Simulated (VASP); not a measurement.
Level of theory: rev-vdW-DF2, VASP's PBE PAW potentials (set 64) (plane waves; VASP 6.6.1).

VASP ran on this input.

File POSCAR:
```
Cs
1
   -2.9243932000     2.9243932000     2.9243932000
    2.9243932000    -2.9243932000     2.9243932000
    2.9243932000     2.9243932000    -2.9243932000
Cs
1
Direct
  0.0000000000   0.0000000000   0.0000000000
```

INCAR:
```
# general
SYSTEM   = Cs
PREC     = Accurate
ENCUT    = 520
LREAL    = .False.
LASPH    = .True.

# electronic loop
EDIFF    = 1E-7
NELM     = 100
ALGO     = Normal
LMAXMIX  = 4

# smearing
ISMEAR   = 1
SIGMA    = 0.1

# functional
GGA      = MK
LUSE_VDW = .True.
AGGAC    = 0.0
PARAM1   = 0.1234568
PARAM2   = 0.7114
ZAB_VDW  = -1.8867

# ions
ISIF     = 2

# output
LWAVE    = .False.
LCHARG   = .False.
```

KPOINTS:
```
Automatic mesh
0
Gamma
9 9 9
0 0 0
```

POTCAR, in this order: Cs_sv (PBE.64 set). Program: vasp_std.

What VASP printed:

**OSZICAR**
```
       N       E                     dE             d eps       ncg     rms          rms(c)
DAV:   1     0.556397181486E+02    0.55640E+02   -0.31867E+03   560   0.807E+02
DAV:   2     0.584845460667E+01   -0.49791E+02   -0.49223E+02   800   0.124E+02
DAV:   3     0.178959450167E+01   -0.40589E+01   -0.40574E+01   560   0.428E+01
DAV:   4     0.173962715587E+01   -0.49967E-01   -0.49967E-01  1008   0.588E+00
DAV:   5     0.173956989557E+01   -0.57260E-04   -0.57260E-04   736   0.120E-01    0.174E-01
DAV:   6     0.174055120687E+01    0.98131E-03   -0.14828E-03   928   0.216E-01    0.111E-01
DAV:   7     0.174069647718E+01    0.14527E-03   -0.32812E-03   736   0.325E-01    0.359E-02
DAV:   8     0.174056206273E+01   -0.13441E-03   -0.20960E-04   784   0.856E-02    0.818E-03
DAV:   9     0.174055010479E+01   -0.11958E-04   -0.13830E-05   800   0.174E-02    0.364E-03
DAV:  10     0.174054875050E+01   -0.13543E-05   -0.45203E-06   824   0.102E-02    0.834E-04
DAV:  11     0.174054864215E+01   -0.10835E-06   -0.12599E-07   920   0.193E-03    0.171E-04
DAV:  12     0.174054863193E+01   -0.10218E-07   -0.40790E-08   696   0.854E-04
   1 F= 0.17405486E+01 E0= 0.17411465E+01  d E =-.179355E-02
```

OUTCAR:
```
------------------------ aborting loop because EDIFF is reached ----------------------------------------
  FORCE on cell =-STRESS in cart. coord.  units (eV):
  Direction    XX          YY          ZZ          XY          YZ          ZX
  --------------------------------------------------------------------------------------
  Total        0.1015964      0.1015964      0.1015964      0.0000000      0.0000000      0.0000000
  in kB        1.6271273      1.6271273      1.6271273      0.0000000      0.0000000      0.0000000
  external PRESSURE =       1.6271273 kB  Pullay stress =       0.0000000 kB
  volume of cell :      100.04
      direct lattice vectors                 reciprocal lattice vectors
    -2.924393200  2.924393200  2.924393200     0.000000000  0.170975640  0.170975640
     2.924393200 -2.924393200  2.924393200     0.170975640  0.000000000  0.170975640
     2.924393200  2.924393200 -2.924393200     0.170975640  0.170975640  0.000000000
 POSITION                                       TOTAL-FORCE (eV/Angst)
 -----------------------------------------------------------------------------------
      0.00000      0.00000      0.00000        -0.000000      0.000000     -0.000000
 -----------------------------------------------------------------------------------
    total drift:                                0.000000      0.000000      0.000000
  FREE ENERGIE OF THE ION-ELECTRON SYSTEM (eV)
  ---------------------------------------------------
  free  energy   TOTEN  =         1.7405486319 eV

  energy  without entropy=        1.7423421778  energy(sigma->0) =        1.74114648
```
(Selected blocks of OUTCAR.)

The compound is Cs in the bcc structure. This cell is one point of a volume scan, at 0.94 of the reference volume.
